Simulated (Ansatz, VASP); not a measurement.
# Sn in two plane-wave programs, part 2 of 5

One calculation is typed for both programs; each brings its own data sets. How far apart do they land? Of the first pair: The structure shown is the start of the Ansatz relaxation below; VASP solves that cell, so the two are compared at the walk's first step.

VASP 6.6.1 and Ansatz 0.2.0.

So far: Starting point; Ansatz: relaxation, r2SCAN.

**3. VASP: single point, r2SCAN, start cell, pair 1**

Level of this step: r2SCAN; plane waves and PAW (Sn_d) (VASP).

The same cell, functional, mesh and smearing now go to VASP, with its own data sets.

Lines of VASP's logs that name or quote its potential files are left out, and so is its time.

Input file INCAR:

```
SYSTEM = Sn
PREC = Accurate
ENCUT = 440
EDIFF = 1E-06
NELM = 120
ISMEAR = 0
SIGMA = 0.015
LREAL = .FALSE.
ALGO = Normal
METAGGA = R2SCAN
LASPH = .TRUE.
NBANDS = 20
LORBIT = 11
LWAVE = .FALSE.
LCHARG = .FALSE.
ISIF = 2
ISYM = 2
GGA_COMPAT = .FALSE.
LMIXTAU = .TRUE.
KPAR = 2
```

Input file POSCAR:

```
Sn
1.0
    0.1207210000      3.2732970000      3.2732970000
    3.2732970000      0.1207210000      3.2732970000
    3.2732970000      3.2732970000      0.1207210000
Sn
2
Direct
    0.5023644451      0.5023644451      0.5023644451
    0.7476357424      0.7476357424      0.7476357424
```

Input file KPOINTS:

```
Points of the shifted mesh
1728
Reciprocal
 0.0416666667  0.0416666667  0.0416666667 1
 0.0416666667  0.0416666667  0.1250000000 1
 0.0416666667  0.0416666667  0.2083333333 1
 0.0416666667  0.0416666667  0.2916666667 1
 0.0416666667  0.0416666667  0.3750000000 1
 0.0416666667  0.0416666667  0.4583333333 1
 0.0416666667  0.0416666667  0.5416666667 1
 0.0416666667  0.0416666667  0.6250000000 1
 0.0416666667  0.0416666667  0.7083333333 1
 0.0416666667  0.0416666667  0.7916666667 1
 0.0416666667  0.0416666667  0.8750000000 1
 0.0416666667  0.0416666667  0.9583333333 1
 0.0416666667  0.1250000000  0.0416666667 1
 0.0416666667  0.1250000000  0.1250000000 1
 0.0416666667  0.1250000000  0.2083333333 1
 0.0416666667  0.1250000000  0.2916666667 1
 0.0416666667  0.1250000000  0.3750000000 1
 0.0416666667  0.1250000000  0.4583333333 1
 0.0416666667  0.1250000000  0.5416666667 1
 0.0416666667  0.1250000000  0.6250000000 1
 0.0416666667  0.1250000000  0.7083333333 1
 0.0416666667  0.1250000000  0.7916666667 1
 0.0416666667  0.1250000000  0.8750000000 1
 0.0416666667  0.1250000000  0.9583333333 1
 0.0416666667  0.2083333333  0.0416666667 1
 0.0416666667  0.2083333333  0.1250000000 1
 0.0416666667  0.2083333333  0.2083333333 1
 0.0416666667  0.2083333333  0.2916666667 1
 0.0416666667  0.2083333333  0.3750000000 1
 0.0416666667  0.2083333333  0.4583333333 1
 0.0416666667  0.2083333333  0.5416666667 1
 0.0416666667  0.2083333333  0.6250000000 1
 0.0416666667  0.2083333333  0.7083333333 1
 0.0416666667  0.2083333333  0.7916666667 1
 0.0416666667  0.2083333333  0.8750000000 1
 0.0416666667  0.2083333333  0.9583333333 1
 0.0416666667  0.2916666667  0.0416666667 1
 0.0416666667  0.2916666667  0.1250000000 1
 0.0416666667  0.2916666667  0.2083333333 1
 0.0416666667  0.2916666667  0.2916666667 1
 0.0416666667  0.2916666667  0.3750000000 1
 0.0416666667  0.2916666667  0.4583333333 1
 0.0416666667  0.2916666667  0.5416666667 1
 0.0416666667  0.2916666667  0.6250000000 1
 0.0416666667  0.2916666667  0.7083333333 1
 0.0416666667  0.2916666667  0.7916666667 1
 0.0416666667  0.2916666667  0.8750000000 1
 0.0416666667  0.2916666667  0.9583333333 1
 0.0416666667  0.3750000000  0.0416666667 1
 0.0416666667  0.3750000000  0.1250000000 1
 0.0416666667  0.3750000000  0.2083333333 1
 0.0416666667  0.3750000000  0.2916666667 1
 0.0416666667  0.3750000000  0.3750000000 1
 0.0416666667  0.3750000000  0.4583333333 1
 0.0416666667  0.3750000000  0.5416666667 1
 0.0416666667  0.3750000000  0.6250000000 1
 0.0416666667  0.3750000000  0.7083333333 1
 0.0416666667  0.3750000000  0.7916666667 1
 0.0416666667  0.3750000000  0.8750000000 1
 0.0416666667  0.3750000000  0.9583333333 1
 0.0416666667  0.4583333333  0.0416666667 1
 0.0416666667  0.4583333333  0.1250000000 1
 0.0416666667  0.4583333333  0.2083333333 1
 0.0416666667  0.4583333333  0.2916666667 1
 0.0416666667  0.4583333333  0.3750000000 1
 0.0416666667  0.4583333333  0.4583333333 1
 0.0416666667  0.4583333333  0.5416666667 1
 0.0416666667  0.4583333333  0.6250000000 1
 0.0416666667  0.4583333333  0.7083333333 1
 0.0416666667  0.4583333333  0.7916666667 1
 0.0416666667  0.4583333333  0.8750000000 1
 0.0416666667  0.4583333333  0.9583333333 1
 0.0416666667  0.5416666667  0.0416666667 1
 0.0416666667  0.5416666667  0.1250000000 1
 0.0416666667  0.5416666667  0.2083333333 1
 0.0416666667  0.5416666667  0.2916666667 1
 0.0416666667  0.5416666667  0.3750000000 1
 0.0416666667  0.5416666667  0.4583333333 1
 0.0416666667  0.5416666667  0.5416666667 1
 0.0416666667  0.5416666667  0.6250000000 1
 0.0416666667  0.5416666667  0.7083333333 1
 0.0416666667  0.5416666667  0.7916666667 1
 0.0416666667  0.5416666667  0.8750000000 1
 0.0416666667  0.5416666667  0.9583333333 1
 0.0416666667  0.6250000000  0.0416666667 1
 0.0416666667  0.6250000000  0.1250000000 1
 0.0416666667  0.6250000000  0.2083333333 1
 0.0416666667  0.6250000000  0.2916666667 1
 0.0416666667  0.6250000000  0.3750000000 1
 0.0416666667  0.6250000000  0.4583333333 1
 0.0416666667  0.6250000000  0.5416666667 1
 0.0416666667  0.6250000000  0.6250000000 1
 0.0416666667  0.6250000000  0.7083333333 1
 0.0416666667  0.6250000000  0.7916666667 1
 0.0416666667  0.6250000000  0.8750000000 1
 0.0416666667  0.6250000000  0.9583333333 1
 0.0416666667  0.7083333333  0.0416666667 1
 0.0416666667  0.7083333333  0.1250000000 1
 0.0416666667  0.7083333333  0.2083333333 1
 0.0416666667  0.7083333333  0.2916666667 1
 0.0416666667  0.7083333333  0.3750000000 1
 0.0416666667  0.7083333333  0.4583333333 1
 0.0416666667  0.7083333333  0.5416666667 1
 0.0416666667  0.7083333333  0.6250000000 1
 0.0416666667  0.7083333333  0.7083333333 1
 0.0416666667  0.7083333333  0.7916666667 1
 0.0416666667  0.7083333333  0.8750000000 1
 0.0416666667  0.7083333333  0.9583333333 1
 0.0416666667  0.7916666667  0.0416666667 1
 0.0416666667  0.7916666667  0.1250000000 1
 0.0416666667  0.7916666667  0.2083333333 1
 0.0416666667  0.7916666667  0.2916666667 1
[... 1390 lines left out ...]
 0.8750000000  0.4583333333  0.1250000000 1
 0.8750000000  0.4583333333  0.2083333333 1
 0.8750000000  0.4583333333  0.2916666667 1
 0.8750000000  0.4583333333  0.3750000000 1
 0.8750000000  0.4583333333  0.4583333333 1
 0.8750000000  0.4583333333  0.5416666667 1
 0.8750000000  0.4583333333  0.6250000000 1
 0.8750000000  0.4583333333  0.7083333333 1
 0.8750000000  0.4583333333  0.7916666667 1
 0.8750000000  0.4583333333  0.8750000000 1
 0.8750000000  0.4583333333  0.9583333333 1
 0.8750000000  0.5416666667  0.0416666667 1
 0.8750000000  0.5416666667  0.1250000000 1
 0.8750000000  0.5416666667  0.2083333333 1
 0.8750000000  0.5416666667  0.2916666667 1
 0.8750000000  0.5416666667  0.3750000000 1
 0.8750000000  0.5416666667  0.4583333333 1
 0.8750000000  0.5416666667  0.5416666667 1
 0.8750000000  0.5416666667  0.6250000000 1
 0.8750000000  0.5416666667  0.7083333333 1
 0.8750000000  0.5416666667  0.7916666667 1
 0.8750000000  0.5416666667  0.8750000000 1
 0.8750000000  0.5416666667  0.9583333333 1
 0.8750000000  0.6250000000  0.0416666667 1
 0.8750000000  0.6250000000  0.1250000000 1
 0.8750000000  0.6250000000  0.2083333333 1
 0.8750000000  0.6250000000  0.2916666667 1
 0.8750000000  0.6250000000  0.3750000000 1
 0.8750000000  0.6250000000  0.4583333333 1
 0.8750000000  0.6250000000  0.5416666667 1
 0.8750000000  0.6250000000  0.6250000000 1
 0.8750000000  0.6250000000  0.7083333333 1
 0.8750000000  0.6250000000  0.7916666667 1
 0.8750000000  0.6250000000  0.8750000000 1
 0.8750000000  0.6250000000  0.9583333333 1
 0.8750000000  0.7083333333  0.0416666667 1
 0.8750000000  0.7083333333  0.1250000000 1
 0.8750000000  0.7083333333  0.2083333333 1
 0.8750000000  0.7083333333  0.2916666667 1
 0.8750000000  0.7083333333  0.3750000000 1
 0.8750000000  0.7083333333  0.4583333333 1
 0.8750000000  0.7083333333  0.5416666667 1
 0.8750000000  0.7083333333  0.6250000000 1
 0.8750000000  0.7083333333  0.7083333333 1
 0.8750000000  0.7083333333  0.7916666667 1
 0.8750000000  0.7083333333  0.8750000000 1
 0.8750000000  0.7083333333  0.9583333333 1
 0.8750000000  0.7916666667  0.0416666667 1
 0.8750000000  0.7916666667  0.1250000000 1
 0.8750000000  0.7916666667  0.2083333333 1
 0.8750000000  0.7916666667  0.2916666667 1
 0.8750000000  0.7916666667  0.3750000000 1
 0.8750000000  0.7916666667  0.4583333333 1
 0.8750000000  0.7916666667  0.5416666667 1
 0.8750000000  0.7916666667  0.6250000000 1
 0.8750000000  0.7916666667  0.7083333333 1
 0.8750000000  0.7916666667  0.7916666667 1
 0.8750000000  0.7916666667  0.8750000000 1
 0.8750000000  0.7916666667  0.9583333333 1
 0.8750000000  0.8750000000  0.0416666667 1
 0.8750000000  0.8750000000  0.1250000000 1
 0.8750000000  0.8750000000  0.2083333333 1
 0.8750000000  0.8750000000  0.2916666667 1
 0.8750000000  0.8750000000  0.3750000000 1
 0.8750000000  0.8750000000  0.4583333333 1
 0.8750000000  0.8750000000  0.5416666667 1
 0.8750000000  0.8750000000  0.6250000000 1
 0.8750000000  0.8750000000  0.7083333333 1
 0.8750000000  0.8750000000  0.7916666667 1
 0.8750000000  0.8750000000  0.8750000000 1
 0.8750000000  0.8750000000  0.9583333333 1
 0.8750000000  0.9583333333  0.0416666667 1
 0.8750000000  0.9583333333  0.1250000000 1
 0.8750000000  0.9583333333  0.2083333333 1
 0.8750000000  0.9583333333  0.2916666667 1
 0.8750000000  0.9583333333  0.3750000000 1
 0.8750000000  0.9583333333  0.4583333333 1
 0.8750000000  0.9583333333  0.5416666667 1
 0.8750000000  0.9583333333  0.6250000000 1
 0.8750000000  0.9583333333  0.7083333333 1
 0.8750000000  0.9583333333  0.7916666667 1
 0.8750000000  0.9583333333  0.8750000000 1
 0.8750000000  0.9583333333  0.9583333333 1
 0.9583333333  0.0416666667  0.0416666667 1
 0.9583333333  0.0416666667  0.1250000000 1
 0.9583333333  0.0416666667  0.2083333333 1
 0.9583333333  0.0416666667  0.2916666667 1
 0.9583333333  0.0416666667  0.3750000000 1
 0.9583333333  0.0416666667  0.4583333333 1
 0.9583333333  0.0416666667  0.5416666667 1
 0.9583333333  0.0416666667  0.6250000000 1
 0.9583333333  0.0416666667  0.7083333333 1
 0.9583333333  0.0416666667  0.7916666667 1
 0.9583333333  0.0416666667  0.8750000000 1
 0.9583333333  0.0416666667  0.9583333333 1
 0.9583333333  0.1250000000  0.0416666667 1
 0.9583333333  0.1250000000  0.1250000000 1
 0.9583333333  0.1250000000  0.2083333333 1
 0.9583333333  0.1250000000  0.2916666667 1
 0.9583333333  0.1250000000  0.3750000000 1
 0.9583333333  0.1250000000  0.4583333333 1
 0.9583333333  0.1250000000  0.5416666667 1
 0.9583333333  0.1250000000  0.6250000000 1
 0.9583333333  0.1250000000  0.7083333333 1
 0.9583333333  0.1250000000  0.7916666667 1
 0.9583333333  0.1250000000  0.8750000000 1
 0.9583333333  0.1250000000  0.9583333333 1
 0.9583333333  0.2083333333  0.0416666667 1
 0.9583333333  0.2083333333  0.1250000000 1
 0.9583333333  0.2083333333  0.2083333333 1
 0.9583333333  0.2083333333  0.2916666667 1
 0.9583333333  0.2083333333  0.3750000000 1
 0.9583333333  0.2083333333  0.4583333333 1
 0.9583333333  0.2083333333  0.5416666667 1
 0.9583333333  0.2083333333  0.6250000000 1
 0.9583333333  0.2083333333  0.7083333333 1
 0.9583333333  0.2083333333  0.7916666667 1
 0.9583333333  0.2083333333  0.8750000000 1
 0.9583333333  0.2083333333  0.9583333333 1
 0.9583333333  0.2916666667  0.0416666667 1
 0.9583333333  0.2916666667  0.1250000000 1
 0.9583333333  0.2916666667  0.2083333333 1
 0.9583333333  0.2916666667  0.2916666667 1
 0.9583333333  0.2916666667  0.3750000000 1
 0.9583333333  0.2916666667  0.4583333333 1
 0.9583333333  0.2916666667  0.5416666667 1
 0.9583333333  0.2916666667  0.6250000000 1
 0.9583333333  0.2916666667  0.7083333333 1
 0.9583333333  0.2916666667  0.7916666667 1
 0.9583333333  0.2916666667  0.8750000000 1
 0.9583333333  0.2916666667  0.9583333333 1
 0.9583333333  0.3750000000  0.0416666667 1
 0.9583333333  0.3750000000  0.1250000000 1
 0.9583333333  0.3750000000  0.2083333333 1
 0.9583333333  0.3750000000  0.2916666667 1
 0.9583333333  0.3750000000  0.3750000000 1
 0.9583333333  0.3750000000  0.4583333333 1
 0.9583333333  0.3750000000  0.5416666667 1
 0.9583333333  0.3750000000  0.6250000000 1
 0.9583333333  0.3750000000  0.7083333333 1
 0.9583333333  0.3750000000  0.7916666667 1
 0.9583333333  0.3750000000  0.8750000000 1
 0.9583333333  0.3750000000  0.9583333333 1
 0.9583333333  0.4583333333  0.0416666667 1
 0.9583333333  0.4583333333  0.1250000000 1
 0.9583333333  0.4583333333  0.2083333333 1
 0.9583333333  0.4583333333  0.2916666667 1
 0.9583333333  0.4583333333  0.3750000000 1
 0.9583333333  0.4583333333  0.4583333333 1
 0.9583333333  0.4583333333  0.5416666667 1
 0.9583333333  0.4583333333  0.6250000000 1
 0.9583333333  0.4583333333  0.7083333333 1
 0.9583333333  0.4583333333  0.7916666667 1
 0.9583333333  0.4583333333  0.8750000000 1
 0.9583333333  0.4583333333  0.9583333333 1
 0.9583333333  0.5416666667  0.0416666667 1
 0.9583333333  0.5416666667  0.1250000000 1
 0.9583333333  0.5416666667  0.2083333333 1
 0.9583333333  0.5416666667  0.2916666667 1
 0.9583333333  0.5416666667  0.3750000000 1
 0.9583333333  0.5416666667  0.4583333333 1
 0.9583333333  0.5416666667  0.5416666667 1
 0.9583333333  0.5416666667  0.6250000000 1
 0.9583333333  0.5416666667  0.7083333333 1
 0.9583333333  0.5416666667  0.7916666667 1
 0.9583333333  0.5416666667  0.8750000000 1
 0.9583333333  0.5416666667  0.9583333333 1
 0.9583333333  0.6250000000  0.0416666667 1
 0.9583333333  0.6250000000  0.1250000000 1
 0.9583333333  0.6250000000  0.2083333333 1
 0.9583333333  0.6250000000  0.2916666667 1
 0.9583333333  0.6250000000  0.3750000000 1
 0.9583333333  0.6250000000  0.4583333333 1
 0.9583333333  0.6250000000  0.5416666667 1
 0.9583333333  0.6250000000  0.6250000000 1
 0.9583333333  0.6250000000  0.7083333333 1
 0.9583333333  0.6250000000  0.7916666667 1
 0.9583333333  0.6250000000  0.8750000000 1
 0.9583333333  0.6250000000  0.9583333333 1
 0.9583333333  0.7083333333  0.0416666667 1
 0.9583333333  0.7083333333  0.1250000000 1
 0.9583333333  0.7083333333  0.2083333333 1
 0.9583333333  0.7083333333  0.2916666667 1
 0.9583333333  0.7083333333  0.3750000000 1
 0.9583333333  0.7083333333  0.4583333333 1
 0.9583333333  0.7083333333  0.5416666667 1
 0.9583333333  0.7083333333  0.6250000000 1
 0.9583333333  0.7083333333  0.7083333333 1
 0.9583333333  0.7083333333  0.7916666667 1
 0.9583333333  0.7083333333  0.8750000000 1
 0.9583333333  0.7083333333  0.9583333333 1
 0.9583333333  0.7916666667  0.0416666667 1
 0.9583333333  0.7916666667  0.1250000000 1
 0.9583333333  0.7916666667  0.2083333333 1
 0.9583333333  0.7916666667  0.2916666667 1
 0.9583333333  0.7916666667  0.3750000000 1
 0.9583333333  0.7916666667  0.4583333333 1
 0.9583333333  0.7916666667  0.5416666667 1
 0.9583333333  0.7916666667  0.6250000000 1
 0.9583333333  0.7916666667  0.7083333333 1
 0.9583333333  0.7916666667  0.7916666667 1
 0.9583333333  0.7916666667  0.8750000000 1
 0.9583333333  0.7916666667  0.9583333333 1
 0.9583333333  0.8750000000  0.0416666667 1
 0.9583333333  0.8750000000  0.1250000000 1
 0.9583333333  0.8750000000  0.2083333333 1
 0.9583333333  0.8750000000  0.2916666667 1
 0.9583333333  0.8750000000  0.3750000000 1
 0.9583333333  0.8750000000  0.4583333333 1
 0.9583333333  0.8750000000  0.5416666667 1
 0.9583333333  0.8750000000  0.6250000000 1
 0.9583333333  0.8750000000  0.7083333333 1
 0.9583333333  0.8750000000  0.7916666667 1
 0.9583333333  0.8750000000  0.8750000000 1
 0.9583333333  0.8750000000  0.9583333333 1
 0.9583333333  0.9583333333  0.0416666667 1
 0.9583333333  0.9583333333  0.1250000000 1
 0.9583333333  0.9583333333  0.2083333333 1
 0.9583333333  0.9583333333  0.2916666667 1
 0.9583333333  0.9583333333  0.3750000000 1
 0.9583333333  0.9583333333  0.4583333333 1
 0.9583333333  0.9583333333  0.5416666667 1
 0.9583333333  0.9583333333  0.6250000000 1
 0.9583333333  0.9583333333  0.7083333333 1
 0.9583333333  0.9583333333  0.7916666667 1
 0.9583333333  0.9583333333  0.8750000000 1
 0.9583333333  0.9583333333  0.9583333333 1
```

PAW data sets: Sn_d (PBE family, release 64).

Started as:

```console
$ mpirun -np 2 vasp_std
```

Log:

```text
[banner, memory and clock lines left out]
running    2 mpi-ranks, on    1 nodes
 distrk:  each k-point on    1 cores,    2 groups
 distr:  one band on    1 cores,    1 groups

 POSCAR found type information on POSCAR Sn
 POSCAR found :  1 types and       2 ions
|                                                                             |
|               ----> ADVICE to this user running VASP <----                  |
|                                                                             |
|     You enforced a specific xc type in the INCAR file but a different       |
|     [... a line on the potential file left out ...]
|     I HOPE YOU KNOW WHAT YOU ARE DOING!                                     |
|                                                                             |

 LDA part: xc-table for (None), standard interpolation
 POSCAR, INCAR and KPOINTS ok, starting setup
 FFT: planning ... GRIDC
 FFT: planning ... GRID_SOFT
 FFT: planning ... GRID
 WAVECAR not read
 entering main loop
       N       E                     dE             d eps       ncg     rms          rms(c)
DAV:   1     0.174440382165E+03    0.17444E+03   -0.14290E+04 69560   0.193E+03
DAV:   2    -0.304874788641E+02   -0.20493E+03   -0.20122E+03 69408   0.431E+02
DAV:   3    -0.528913392186E+02   -0.22404E+02   -0.22280E+02 79032   0.142E+02
DAV:   4    -0.536043808147E+02   -0.71304E+00   -0.71269E+00 78456   0.288E+01
DAV:   5    -0.536311241180E+02   -0.26743E-01   -0.26743E-01 98572   0.529E+00    0.512E+00
DAV:   6    -0.495596325353E+02    0.40715E+01   -0.13193E+00 74172   0.194E+01    0.243E+00
DAV:   7    -0.489104328990E+02    0.64920E+00   -0.48055E-01 72476   0.815E+00    0.909E-01
DAV:   8    -0.494787697782E+02   -0.56834E+00   -0.38139E-01 69272   0.556E+00    0.394E-01
DAV:   9    -0.494108376030E+02    0.67932E-01   -0.24946E-02 77636   0.132E+00    0.242E-01
DAV:  10    -0.494114823435E+02   -0.64474E-03   -0.88728E-03 70784   0.933E-01    0.182E-01
DAV:  11    -0.494115058489E+02   -0.23505E-04   -0.87253E-03 70216   0.797E-01    0.365E-02
DAV:  12    -0.494162706498E+02   -0.47648E-02   -0.14573E-03 71180   0.468E-01    0.261E-02
DAV:  13    -0.494170293513E+02   -0.75870E-03   -0.18449E-04 78300   0.122E-01    0.154E-02
DAV:  14    -0.494176526624E+02   -0.62331E-03   -0.19162E-04 70016   0.140E-01    0.384E-03
DAV:  15    -0.494176692747E+02   -0.16612E-04   -0.19970E-05 74512   0.461E-02    0.400E-03
DAV:  16    -0.494176698204E+02   -0.54570E-06   -0.40023E-06 58436   0.236E-02
   1 F= -.49417670E+02 E0= -.49417670E+02  d E =-.169000E-08
```

[end of part 2 of 5]

[Lines on the potential files, build, host, timing and source positions are cut from VASP's logs without a mark.]

[Logs are printed without paths, hosts, clocks, repeated set-up lines and the standing remarks that a program may print on its own settings, such as how far it seeks lower states.]

[Hosts, paths, dates, database ids (printed as entryN), source tags and the programs' standing remarks are cut or masked in the printed files.]
